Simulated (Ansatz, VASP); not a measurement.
## Two plane-wave programs on BIr3Pd

INCAR

```
PREC = Accurate
ENCUT = 520
EDIFF = 1E-6
ISMEAR = 0
SIGMA = 0.1
LREAL = F
LASPH = T
NELM = 60
ALGO = Fast
ISIF = 2
LWAVE = F
LCHARG = F
GGA = PE
NBANDS = 28
```

The input KPOINTS:

```
regular mesh
0
Gamma
  6 6 4
```

Contents of POSCAR:

```
BIr3Pd
1.0
    3.1601809600      0.0000000000      0.0000000000
    0.0000000000      3.1601809600      0.0000000000
    0.0000000000      0.0000000000      7.0675606600
B Pd Ir
1 1 3
Direct
    0.5000000000      0.5000000000      0.0000000000
    0.0000000000      0.0000000000      0.0000000000
    0.5000000000      0.5000000000      0.3539235000
    0.5000000000      0.5000000000      0.6460765000
    0.0000000000      0.0000000000      0.5000000000
```

Input for Ansatz:

```yaml
crystal:
  lattice:
    - [3.16018096, 0.0, 0.0]
    - [0.0, 3.16018096, 0.0]
    - [0.0, 0.0, 7.06756066]
  atoms:
    - { symbol: B, position: [0.5, 0.5, 0.0] }
    - { symbol: Pd, position: [0.0, 0.0, 0.0] }
    - { symbol: Ir, position: [0.5, 0.5, 0.3539235] }
    - { symbol: Ir, position: [0.5, 0.5, 0.6460765] }
    - { symbol: Ir, position: [0.0, 0.0, 0.5] }
basis:
  ecutwfc: 420
kpoints:
  mp_grid: { grid: [6, 6, 4] }
hamiltonian:
  xc: pbe
scf:
  occupations: { method: gaussian, width: 0.1 }
  lower_state_search: "off"
output:
  forces: true
  stress: true
  eigenvalues: true
```

Alike in both runs: task single point; functional PBE; k mesh 6 × 6 × 4; occupations gaussian, width 0.1 eV; no spin polarisation.

|  | VASP | Ansatz |
| --- | --- | --- |
| version | VASP 6.6.1 | Ansatz 0.2.0 |
| potentials or method | VASP PAW PBE potentials, release 64 (B, Pd, Ir) | scalar-relativistic, plane waves, PAW |
| plane-wave cutoff (eV) | 520 | 420 |
| valence electrons in the cell | 40 | 72 |

|  | VASP | Ansatz | Ansatz less VASP |
| --- | --- | --- | --- |
| gap on the k mesh at the Fermi level (eV) | none | none | - |
| rms of the force components (eV/Å) | 7.865 | 8.052 | +0.1871 |

Atom by atom the forces differ by 0.187 eV/Å (rms over components). A gap of «none» marks a metal or a gap that the smearing closes. The two sets of potentials don't hold the same shells in valence.

Caveats: forces of over 1 eV/Å show positions far from the minimum, so gaps and moduli don't describe the material at rest. Spin-orbit coupling is left out, which matters for the levels of Ir.
